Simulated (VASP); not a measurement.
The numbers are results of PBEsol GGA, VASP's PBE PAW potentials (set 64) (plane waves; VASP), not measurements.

VASP ran on this input.

**POSCAR**
```
V3ZrN4
1.0
  0.0000000000   2.1087735123   2.1087735123
  2.1087735123   0.0000000000   2.1087735123
  8.3669185553   8.3669185553   0.0681754935
Zr N V
1 4 3
Direct
  0.0000000000   0.0000000000   0.0000000000
  0.4710138360   0.4710138360   0.1467396231
  0.4888758810   0.4888758810   0.3833430892
  0.5111241190   0.5111241190   0.6166569108
  0.5289861640   0.5289861640   0.8532603769
  0.9832884308   0.9832884308   0.2625336769
  0.0000000000   0.0000000000   0.5000000000
  0.0167115692   0.0167115692   0.7374663231
```

KPOINTS:
```
k-points along high-symmetry lines
12
Line-mode
Reciprocal
  0.000000   0.000000   0.000000 ! GAMMA
  0.000000   0.000000  -0.500000 ! T

  0.000000   0.000000  -0.500000 ! T
 -0.328125   0.328125  -0.500000 ! H_2

 -0.343750   0.328125  -0.187500 ! H_0
  0.000000   0.500000   0.500000 ! L

  0.000000   0.500000   0.500000 ! L
  0.000000   0.000000   0.000000 ! GAMMA

  0.000000   0.000000   0.000000 ! GAMMA
 -0.335938   0.335938   0.000000 ! S_0

 -0.335938   0.328125  -0.343750 ! S_2
 -0.500000   0.000000  -1.000000 ! F

 -0.500000   0.000000  -1.000000 ! F
  0.000000   0.000000   0.000000 ! GAMMA
```

### INCAR
```
SYSTEM = V3ZrN4
PREC = Accurate
ENCUT = 520
EDIFF = 1E-7
NELM = 100
ALGO = Normal
LREAL = .FALSE.
LASPH = .TRUE.
ISMEAR = 0
SIGMA = 0.05
GGA = PS
LMAXMIX = 4
LWAVE = .FALSE.
LCHARG = .FALSE.
LORBIT = 11
ICHARG = 11
```

POTCAR, in this order: Zr_sv N V_sv (PBE.64 set). Program: vasp_std. Read from the step before: CHGCAR.

What VASP printed:

**OSZICAR**
```
       N       E                     dE             d eps       ncg     rms          rms(c)
DAV:   1     0.977545672854E+03    0.97755E+03   -0.42218E+04  7064   0.193E+03
DAV:   2     0.129561999881E+02   -0.96459E+03   -0.94673E+03  7110   0.599E+02
DAV:   3    -0.741976568153E+02   -0.87154E+02   -0.84848E+02 10172   0.162E+02
DAV:   4    -0.794914612965E+02   -0.52938E+01   -0.51206E+01 10758   0.322E+01
DAV:   5    -0.796666245980E+02   -0.17516E+00   -0.17380E+00  9642   0.529E+00
DAV:   6    -0.796729130519E+02   -0.62885E-02   -0.58718E-02 10156   0.763E-01
DAV:   7    -0.796733866547E+02   -0.47360E-03   -0.46116E-03  9766   0.125E-01
DAV:   8    -0.796734445558E+02   -0.57901E-04   -0.57342E-04 10304   0.211E-02
DAV:   9    -0.796734525108E+02   -0.79550E-05   -0.79146E-05  7592   0.452E-03
DAV:  10    -0.796734538535E+02   -0.13427E-05   -0.13347E-05  6192   0.130E-03
DAV:  11    -0.796734541248E+02   -0.27134E-06   -0.27083E-06  5968   0.548E-04
DAV:  12    -0.796734541935E+02   -0.68681E-07   -0.68151E-07  5846   0.291E-04
   1 F= -.79673454E+02 E0= -.79670230E+02  d E =-.644904E-02
```

OUTCAR:
```
 val. band max:       11.9975976599   @ k =  -0.0597   0.0597  -0.5000

 cond. band min:      12.0129341379   @ k =  -0.0455   0.0000  -0.0909



 k-point     1 :       0.0000    0.0000    0.0000
  band No.  band energies     occupation
      1     -52.9501      2.00000
      2     -52.8773      2.00000
      3     -52.8626      2.00000
      4     -37.0136      2.00000
      5     -27.0942      2.00000
      6     -26.8433      2.00000
      7     -26.7942      2.00000
      8     -26.7942      2.00000
      9     -26.7440      2.00000
     10     -26.7439      2.00000
     11     -26.7327      2.00000
     12     -26.7327      2.00000
     13     -26.6958      2.00000
     14     -15.5462      2.00000
     15     -14.4313      2.00000
     16     -14.4313      2.00000
     17      -5.4363      2.00000
     18      -4.1316      2.00000
     19      -3.9614      2.00000
     20      -2.3503      2.00000
     21       3.6080      2.00000
     22       5.9757      2.00000
     23       5.9757      2.00000
     24       6.2157      2.00000
     25       6.4468      2.00000
     26       7.1167      2.00000
     27       7.1167      2.00000
     28       7.5406      2.00000
     29       7.5406      2.00000
     30       9.9005      2.00000
     31       9.9005      2.00000
     32      10.1115      2.00000
     33      10.7006      2.00000
     34      10.7006      2.00000
     35      10.9401      2.00000
     36      11.6758      2.00000
     37      11.6758      2.00000
     38      12.0597      0.16724
     39      12.0597      0.16721
     40      12.2285      0.00000
     41      12.4220      0.00000
     42      12.4546      0.00000

 k-point     2 :       0.0000    0.0000   -0.0455
  band No.  band energies     occupation
      1     -52.9501      2.00000
      2     -52.8773      2.00000
      3     -52.8626      2.00000
      4     -37.0136      2.00000
      5     -27.0942      2.00000
      6     -26.8434      2.00000
      7     -26.7942      2.00000
...
```

The density is held fixed in this step, so its total energy and stress have no physical meaning.

The structure was generated: V3ZrN4 was put into an ordered model structure (R-3m), which need not be its known phase. It was relaxed first. The run is not spin-polarised, so no magnetic state was tried. The electron count is odd and the run is not spin-polarised, which forces a metal.
